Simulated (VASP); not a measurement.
Crystal: NbSi2.

```xyz
9
Lattice="4.8190 0.0000 0.0000 -2.4095 4.1734 0.0000 0.0000 0.0000 6.5920" Properties=species:S:1:pos:R:3 pbc="T T T"
Nb    2.4095    0.0000    3.2960
Nb    1.2047    2.0867    5.4933
Nb   -1.2047    2.0867    1.0987
Si    0.0000    1.3346    3.2960
Si    3.6632    0.6673    5.4933
Si    1.2537    3.5061    1.0987
Si    2.4095    2.8387    3.2960
Si   -1.2537    3.5061    5.4933
Si    1.1558    0.6673    1.0987
```

- Program: VASP 6.6.1
- Task: relaxation of cell and atoms
- Functional: LDA
- Potentials or basis: VASP PAW LDA potentials, release 64 (Nb_sv, Si)
- Cutoff: 600 eV
- k mesh: 9 × 9 × 6
- Occupations: methfessel-paxton, width 0.1 eV
- Spin: no spin polarisation

At the start: pressure -6.9 GPa; volume 14.73 Å³/atom.

Q: How do energy, volume and symmetry change on relaxing?

A: Over 6 steps the energy falls by 13.0 meV/atom and the volume is 14.15 Å³/atom (-3.9 %); space group P6_222 (No. 180, to 0.05 Å).

Step by step:
| step | energy change (eV) | largest force (eV/Å) | pressure (GPa) | volume (Å³) |
| --- | --- | --- | --- | --- |
| 1 | 0.0000 | 0.0565 | -6.89 | 132.58 |
| 2 | 0.1165 | 0.0031 | 11.70 | 120.79 |
| 3 | -0.1142 | 0.0409 | -0.04 | 127.54 |
| 4 | -0.1142 | 0.0405 | 0.11 | 127.44 |
| 5 | -0.1169 | 0.0037 | 0.06 | 127.38 |
| 6 | -0.1172 | 0.0067 | 0.07 | 127.39 |

Final structure:
```yaml
crystal:
  lattice:
    - [4.74365, 0.00000, 0.00000]
    - [-2.37182, 4.10812, 0.00000]
    - [0.00000, 0.00000, 6.53708]
  atoms:
    - { symbol: Nb, position: [0.50000, 0.00000, 0.50000] }
    - { symbol: Nb, position: [0.50000, 0.50000, 0.83333] }
    - { symbol: Nb, position: [0.00000, 0.50000, 0.16667] }
    - { symbol: Si, position: [0.15960, 0.31920, 0.50000] }
    - { symbol: Si, position: [0.84040, 0.15960, 0.83333] }
    - { symbol: Si, position: [0.68080, 0.84040, 0.16667] }
    - { symbol: Si, position: [0.84040, 0.68080, 0.50000] }
    - { symbol: Si, position: [0.15960, 0.84040, 0.83333] }
    - { symbol: Si, position: [0.31920, 0.15960, 0.16667] }
```
